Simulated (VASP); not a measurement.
VASP runs on KF (rock salt) share one base input (PBE GGA, plane waves, VASP's PBE PAW potentials (set 64)) and change the settings named in each case.

**INCAR**
```
GGA  =  PE   # PBE
ISIF  =  2
EDIFF  =  1E-6   # SCF stop (eV)
LWAVE  =  .FALSE.
ENCUT  =  520
PREC  =  Accurate
LCHARG  =  .FALSE.
ISMEAR  =  0
NELM  =  100   # most electronic steps
SIGMA  =  0.05   # width (eV)
LASPH  =  .TRUE.   # aspherical one-centre terms
LREAL  =  .FALSE.   # projection in real space or not
SYSTEM  =  KF
ALGO  =  Normal   # blocked Davidson
```

**KPOINTS**
```
kpoints
0
gamma
  8 8 8
0 0 0
```

POSCAR:
```
KF
1
    0.0000000000     2.7285000000     2.7285000000
    2.7285000000     0.0000000000     2.7285000000
    2.7285000000     2.7285000000     0.0000000000
K F
1 1
Direct
  0.0000000000   0.0000000000   0.0000000000
  0.5000000000   0.5000000000   0.5000000000
```

POTCAR, in this order: K_sv F (PBE.64 set). Program: vasp_std.

| change | E(σ→0) (eV/atom) | pressure (GPa) | gap on the mesh (eV) |
|---|---|---|---|
| base run | -4.1494 | -0.53 | 5.85 |
| GGA removed, LMIXTAU = .TRUE., METAGGA = SCAN | -8.8323 | -2.73 | 6.41 |
| IVDW = 11 | -4.2842 | -0.97 | 5.85 |
| IVDW = 12 | -4.2981 | -1.68 | 5.85 |
| GGA = PS | -4.2498 | (withheld) | (withheld) |
| GGA = RE | -3.9551 | 1.39 | 6.15 |
| GGA removed, LMIXTAU = .TRUE., METAGGA = R2SCAN | -7.4766 | (withheld) | (withheld) |

### Question
What belongs in the gaps?

### Answer

- GGA = PS, pressure (GPa): -2.25
- GGA = PS, gap on the mesh (eV): 5.73
- GGA removed, LMIXTAU = .TRUE., METAGGA = R2SCAN, pressure (GPa): -2.33
- GGA removed, LMIXTAU = .TRUE., METAGGA = R2SCAN, gap on the mesh (eV): 6.51

Energies of different potentials or functionals have different zeros.

Left out are runs that ran out of time, are held back, or changed the cell or the kind of run, fixed moments of cells without a moment, rows past the twelfth, gaps on odd meshes, pressures of charged cells and columns that move by less than the noise.

The compound is KF in the rock salt structure. The cell was not relaxed at this level.
